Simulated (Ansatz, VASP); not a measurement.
**Two plane-wave programs on AgRu3**

```
Ru Ag
1.0
     5.50454    0.00000    0.00000
    -2.75227    4.76707    0.00000
     0.00000    0.00000    4.36916
Ru Ag
6 2
Direct
  0.33194 0.16596 0.25000
  0.16598 0.33194 0.75000
  0.83404 0.16598 0.25000
  0.66806 0.83404 0.75000
  0.83402 0.66806 0.25000
  0.16596 0.83402 0.75000
  0.33333 0.66667 0.25000
  0.66667 0.33333 0.75000
```

The cell was built by a generator and needn't be a form met in nature.

Alike in both runs: functional r2SCAN; k mesh 4 × 4 × 5; no spin polarisation.

Ansatz relaxed the structure, and its values are those at the end. VASP's run is a single point on that final structure, the one shown.

|  | VASP | Ansatz |
| --- | --- | --- |
| version | VASP 6.6.1 | Ansatz 0.2.0 |
| potentials or method | VASP PAW PBE potentials, release 64 (Ru_pv, Ag) | PAW plane waves |
| plane-wave cutoff (eV) | 520 | 500 |
| occupations | fermi-dirac, width 0.1 eV | fermi-dirac |
| valence electrons in the cell | 106 | 134 |

|  | VASP | Ansatz | Ansatz less VASP |
| --- | --- | --- | --- |
| gap on the k mesh at the Fermi level (eV) | none | none | - |
| pressure (GPa) | 1.0 | 0.0 | -1.00 |
| rms of the force components (eV/Å) | 0.004 | 0.001 | -0.0031 |

A gap of «none» marks a metal or a gap that the smearing closes. The two sets of potentials don't hold the same shells in valence. Ansatz warned: «structure_snapped_to_symmetry».

Caveats: the PAW data sets were made with another functional, which shifts forces and pressure a little (VASP).
